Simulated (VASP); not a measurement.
Consider the following.

```
CeAs
1.0
    0.00000     2.91167     2.91167
    2.91167     0.00000     2.91167
    2.91167     2.91167     0.00000
Ce As
1 1
Direct
  0.50000   0.50000   0.50000
  0.00000   0.00000   0.00000
```

Method: LDA (Ceperley-Alder, Perdew-Zunger), VASP's LDA PAW potentials (set 64) (plane waves; VASP 6.6.1). Settings: 400 eV cut-off, 10×10×10 Γ-centred mesh, first-order Methfessel-Paxton smearing of 0.10 eV, potentials Ce As.

### Question
What does the run give for the energy per atom (σ→0), band gap (on the k-mesh) with the smallest direct gap where there is one?

### Answer

```
Item                                                         Value
------------------------  ----------------------------------------
band gap (on the k-mesh)  none (metal, semimetal or under 0.01 eV)
energy per atom (σ→0)                               -7.462 eV/atom
```

Total energies compare only between runs with the same potentials, cut-off and functional.

The structure comes from a computed database's CeAs entry (Fm-3m); how it stands against other phases isn't given here. It was relaxed first, which changed the volume by -12 %. The start is the result of an earlier pass. The run is not spin-polarised, so no magnetic state was tried. The electron count is odd and the run is not spin-polarised, which forces a metal.
